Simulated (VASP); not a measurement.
The input files of a VASP run:

POSCAR:
```
Al
1
    0.0000000000     2.0497570000     2.0497570000
    2.0497570000     0.0000000000     2.0497570000
    2.0497570000     2.0497570000     0.0000000000
Al
1
Direct
  0.0000000000   0.0000000000   0.0000000000
```

KPOINTS:
```
Automatic mesh
0
Gamma
11 11 11
0 0 0
```

### INCAR
```
LWAVE  =  .FALSE.
SYSTEM  =  Al
LASPH  =  .TRUE.   ! aspherical one-centre terms
PREC  =  Accurate
EDIFF  =  1E-6
ISMEAR  =  -5
ISIF  =  2
GGA  =  PS   ! PBEsol
LCHARG  =  .FALSE.
ENCUT  =  300
LREAL  =  .FALSE.
NELM  =  100
ALGO  =  Normal   ! blocked Davidson
```

POTCAR, in this order: Al (PBE.64 set). Program: vasp_std.

Task: Write an equivalent input for Ansatz.

Result: One equivalent input (not run):
Ansatz 0.2 input:
```yaml
crystal:
  lattice:
    - [0.0000000, 2.0497570, 2.0497570]
    - [2.0497570, 0.0000000, 2.0497570]
    - [2.0497570, 2.0497570, 0.0000000]
  atoms:
    - { symbol: Al, position: [0.0000000, 0.0000000, 0.0000000] }
kpoints:
  mp_grid: { grid: [11, 11, 11] }
hamiltonian:
  xc: pbesol
  pseudopotentials: { kind: paw }
scf:
  occupations: { method: tetrahedron }
  max_iter: 100
output: { forces: true, stress: true, eigenvalues: true }
```
What does not carry over: each code has its own PAW files, so the cut-off isn't converted (ENCUT is set for VASP's; basis.ecutwfc is left out, and Ansatz then takes the one that its files recommend); Ansatz stops its SCF on the density residual and VASP on the energy change (EDIFF).

The structure comes from a computed database's Al entry; how it stands against other phases isn't given here. The cell was not relaxed at this level. The run is one of a series of settings (ISMEAR = -5, SIGMA removed against the base run), some of them coarse on purpose.
